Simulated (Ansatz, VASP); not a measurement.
## Two plane-wave programs on Rb4ZnSb2

```
CELL_PARAMETERS angstrom
9.29378 0.00000 0.00000
0.00000 9.29378 0.00000
0.00000 0.00000 3.74369
ATOMIC_POSITIONS crystal
Rb 0.25943 0.25943 0.00000
Rb 0.74057 0.25943 0.00000
Rb 0.74057 0.74057 0.00000
Rb 0.25943 0.74057 0.00000
Zn 0.00000 0.00000 0.00000
Sb 0.00000 0.50000 0.50000
Sb 0.50000 0.00000 0.50000
```

Change from the starting cell: species swapped into the K2PdCl4 type (P4/mmm, No. 123).

Alike in both runs: functional PBE; k mesh 4 × 4 × 10; occupations gaussian, width 0.1 eV; no spin polarisation.

Ansatz relaxed the structure, and its values are those at the end. VASP's run is a single point on that final structure, the one shown.

```csv
,VASP,Ansatz
version,VASP 6.6.1,Ansatz 0.2.0
potentials or method,"VASP PAW PBE potentials, release 64 (Rb_sv, Zn, Sb)","scalar-relativistic, plane waves, PAW"
plane-wave cutoff (eV),520,420
valence electrons in the cell,58,78
```

```tsv
	VASP	Ansatz	Ansatz less VASP
gap on the k mesh at the Fermi level (eV)	none	none	-
pressure (GPa)	0.0	0.0	-0.02
```

A gap of «none» marks a metal or a gap that the smearing closes. The two sets of potentials don't hold the same shells in valence.

Spin-orbit coupling is left out, which matters for the levels of Sb.
